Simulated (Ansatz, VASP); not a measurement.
# Cross-check of Ru4F (F/Ru(0001)) between VASP and Ansatz, part 2 of 2

Wanted: the spread between two codes on one cell, functional and k mesh. The structure shown is the start of the Ansatz relaxation below; VASP solves that cell, so the two are compared at the walk's first step.

VASP 6.6.1 and Ansatz 0.2.0.

So far: The starting structure; Ansatz: relaxation, PBE; VASP: single point, PBE, start cell.

### Step 3. VASP: single point, PBE, start cell (continued)

Level of this step: PBE, no spin polarisation; plane waves and PAW (Ru_pv, F) (VASP).

Numbers of over 12 decimals in the logs are rounded to 6 here.

OUTCAR, selected parts (step 3):

```text
ion  position               nearest neighbor table
   1  0.667  0.667  0.349-   2 2.65   2 2.65   2 2.65
   2  1.000  0.000  0.432-   1 2.65   1 2.65   1 2.65   3 2.66   3 2.66   3 2.66
   3  0.667  0.667  0.516-   4 2.60   4 2.60   4 2.60   2 2.66   2 2.66   2 2.66
   4  1.000  0.000  0.597-   5 2.09   5 2.09   5 2.09   3 2.60   3 2.60   3 2.60
   5  0.333  0.333  0.651-   4 2.09   4 2.09   4 2.09

  LATTYP: Found a hexagonal cell.
 ALAT       =     2.7000000000
 C/A-ratio  =     9.5462276424

 Subroutine GETGRP returns: Found  6 space group operations
 (whereof  6 operations were pure point group operations)

The static configuration has the point symmetry C_3v.

 Found     19 irreducible k-points:

   k-points           NKPTS =     19   k-points in BZ     NKDIM =     19   number of bands    NBANDS=     39

   dimension x,y,z NGX =    20 NGY =   20 NGZ =  192
   dimension x,y,z NGXF=    40 NGYF=   40 NGZF=  384

   ENCUT  =  520.0 eV  38.22 Ry    6.18 a.u.   5.02  5.02 47.92*2*pi/ulx,y,z

   NELECT =      63.0000    total number of electrons

 k-points in reciprocal lattice and weights: Automatic mesh
   0.00000000  0.00000000  0.00000000       0.007
   0.08333333  0.00000000  0.00000000       0.042
   0.16666667  0.00000000  0.00000000       0.042
   0.25000000 -0.00000000  0.00000000       0.042
   0.33333333 -0.00000000  0.00000000       0.042
   0.41666667 -0.00000000  0.00000000       0.042
   0.50000000 -0.00000000  0.00000000       0.021
   0.16666667  0.08333333  0.00000000       0.042
   0.25000000  0.08333333  0.00000000       0.083
[...]
-0.41666667  0.25000000  0.00000000       0.083
  -0.33333333  0.33333333  0.00000000       0.014

 dipolmoment           0.000000      0.000000      0.034865 electrons x Angstroem

 average (electrostatic) potential at core
       1 -78.6698       2 -79.1049       3 -79.1030       4 -79.4024       5 -80.0644

 E-fermi :   1.0742

 k-point     1 :       0.0000    0.0000    0.0000
  band No.  band energies     occupation
    ...
     31      -0.3735      2.00000
     32       0.0423      1.99993
     33       0.0423      1.99993
     34       1.0527      1.10691
     35       1.0527      1.10691
     36       1.7354      0.00269
     37       1.9622      0.00028
     38       1.9622      0.00028
     39       2.2264      0.00002

 k-point     2 :       0.0833    0.0000    0.0000
  band No.  band energies     occupation
    ...
     31      -0.4546      2.00000
     32      -0.0291      1.99997
     33       0.0316      1.99994
     34       0.7681      1.91055
     35       1.0258      1.23741
     36       1.2082      0.41521
     37       1.9625      0.00028
     38       2.2380      0.00002
     39       2.2856      0.00001

 k-point     3 :       0.1667    0.0000    0.0000
  band No.  band energies     occupation
    ...
     31      -0.2949      2.00000
     32      -0.2492      2.00000
     33       0.1917      1.99971
     34       0.3717      1.99822
     35       1.0123      1.29992
     36       1.4406      0.05000
     37       1.9706      0.00026
     38       2.4137      0.00000
     39       2.9184      0.00000

  Total        2.6739630      2.6739630      3.6411986      0.0000000     -0.0000000      0.0000000
  in kB       26.3276607     26.3276607     35.8509969      0.0000000     -0.0000000      0.0000000
  external PRESSURE =      29.5021061 kB  Pullay stress =       0.0000000 kB

  energy-cutoff  :      520.00
  volume of cell :      162.72
      direct lattice vectors                 reciprocal lattice vectors
     2.700000000  0.000000000  0.000000000     0.370370370 -0.213833433  0.000000000
     1.350000000  2.338268590  0.000000000     0.000000000  0.427666866  0.000000000
     0.000000000  0.000000000 25.774814634     0.000000000  0.000000000  0.038797563

 POSITION                                       TOTAL-FORCE (eV/Angst)
 -----------------------------------------------------------------------------------
      2.70000      1.55885      9.00000         0.000000     -0.000000      0.448637
      2.70000      0.00000     11.13840         0.000000      0.000000     -0.664824
      2.70000      1.55885     13.29619         0.000000     -0.000000      0.081559
      2.70000      0.00000     15.38131         0.000000      0.000000     -2.692045
      1.35000      0.77942     16.77481        -0.000000     -0.000000      2.826674
 -----------------------------------------------------------------------------------
    total drift:                               -0.000001     -0.000729     -0.001323

  FREE ENERGIE OF THE ION-ELECTRON SYSTEM (eV)
  ---------------------------------------------------
  free  energy   TOTEN  =       -38.8826955975 eV

  energy  without entropy=      -38.7067180308  energy(sigma->0) =      -38.79470681

 vacuum level on the upper side and lower side of the slab         7.099         6.100

 total charge
# of ion       s       p       d       tot
------------------------------------------
    1        0.388   6.214   5.942  12.543
    2        0.404   6.312   5.940  12.656
    3        0.411   6.331   5.953  12.695
    4        0.346   6.282   5.982  12.609
    5        1.749   4.331   0.000   6.080
--------------------------------------------------
tot          3.298  29.469  23.816  56.583

[... 3 further parts left out ...]
```

This run has no spin polarisation, so a moment on Ru, if there is one, isn't seen. Its electron count is odd, so without a moment it is a metal by construction.

### Step 4. Differences

Known differences besides the potentials themselves: the data sets hold 71 valence electrons in Ansatz (on its default PAW (the set named soft_2) files) and 63 in VASP; the cutoff is 420 eV in Ansatz and 520 eV in VASP. Total energies have different zeros and are not compared.

Forces (eV/Å; atoms numbered as in POSCAR):

```
atom        Ansatz x, y, z          VASP x, y, z
 Ru1   0.000, 0.000, 0.455   0.000, 0.000, 0.449
 Ru2  0.000, 0.000, -0.665  0.000, 0.000, -0.665
 Ru3   0.000, 0.000, 0.089   0.000, 0.000, 0.082
 Ru4  0.000, 0.000, -2.647  0.000, 0.000, -2.692
  F5   0.000, 0.000, 2.768   0.000, 0.000, 2.827
```

The forces differ by 19 meV/Å r.m.s., which is 1.9 % of the r.m.s. force of 1.029 eV/Å (both taken over all components). With vacuum in the cell, a pressure given here is an average over mostly empty space and none of the material.

### Step 5. What came out

- r.m.s. force difference (single point, PBE, start cell): 1.9 % of the r.m.s. force

In words: The r.m.s. force difference is 1.9 % of the r.m.s. force (single point, PBE, start cell), within the 3 % picked in this series as the mark of a large difference. The data sets hold unlike numbers of valence electrons (71 in Ansatz and 63 in VASP), so part of the differences comes from the potentials. 1 further run of this series is not shown here. How closely two codes agree says nothing of how well the functional describes the real material.

[Lines on the potential files, build, host, timing and source positions are cut from VASP's logs without a mark.]

[Logs are printed without paths, hosts, clocks, repeated set-up lines and the standing remarks that a program may print on its own settings, such as how far it seeks lower states.]

[Hosts, paths, dates, database ids (printed as entryN), source tags and the programs' standing remarks are cut or masked in the printed files.]
